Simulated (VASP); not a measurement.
Crystal: Si2WC3.

```
Si W C
1.0
     3.01463    0.00000    0.00000
    -1.50731    2.61074    0.00000
     0.00000    0.00000    8.09214
Si W C
2 1 3
Direct
  0.00000 0.00000 0.89790
  0.33333 0.66667 0.58326
  0.00000 0.00000 0.20316
  0.33333 0.66667 0.00272
  0.00000 0.00000 0.67058
  0.33333 0.66667 0.35737
```

The cell was built by a generator and needn't be a form met in nature.

Base run:

```yaml
Program: VASP 6.6.1
Functional: PBE
Potentials_or_basis: VASP PAW PBE potentials, release 64 (Si, W_sv, C)
Cutoff: 520 eV
k_mesh: 8 × 8 × 4
Occupations: gaussian, width 0.02 eV
Spin: no spin polarisation
```

Its results: band gap on the k mesh 0.86 eV, indirect (least direct gap 1.40 eV); pressure 0.0 GPa; largest force 0.004 eV/Å.

Question: The run is repeated on the same cell with these changes: functional from PBE to HSE06; further incar settings from ALGO = Fast; EDIFF = 1e-07; NBANDS = 26 to ALGO = Normal; EDIFF = 1e-05; NBANDS = 26. What comes out?

Answer: Band gap on the k mesh 1.52 eV, indirect (least direct gap 2.18 eV); pressure -6.5 GPa; largest force 0.213 eV/Å.

Caveats: spin-orbit coupling is left out, which moves the levels of the heavy elements; the PAW data sets were made with another functional, which shifts forces and pressure a little (some runs).

A k mesh can miss the band edges.
